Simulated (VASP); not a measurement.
Input:

```
AuCu3
1.0
    3.67481     0.00000     0.00000
    0.00000     3.67481     0.00000
    0.00000     0.00000     3.67481
Cu Au
3 1
Direct
  0.00000   0.50000   0.50000
  0.50000   0.00000   0.50000
  0.50000   0.50000   0.00000
  0.00000   0.00000   0.00000
```

Method: LDA (Ceperley-Alder, Perdew-Zunger) with spin-orbit coupling, VASP's LDA PAW potentials (set 64) (plane waves; VASP). Numerical set-up: 400 eV cut-off, 8×8×8 Γ-centred mesh, Gaussian smearing of 0.050 eV, potentials Cu Au.

### Question
Predict the energy per atom (σ→0), band gap (over mesh and band path) with the smallest direct gap where there is one.

### Answer

- band gap (over mesh and band path) = none (metal, semimetal or under 0.01 eV)
- energy per atom (σ→0) = -4.771 eV/atom

The compound is Cu3Au in the L1_2 structure. It was relaxed first, which changed the volume by -6 %.
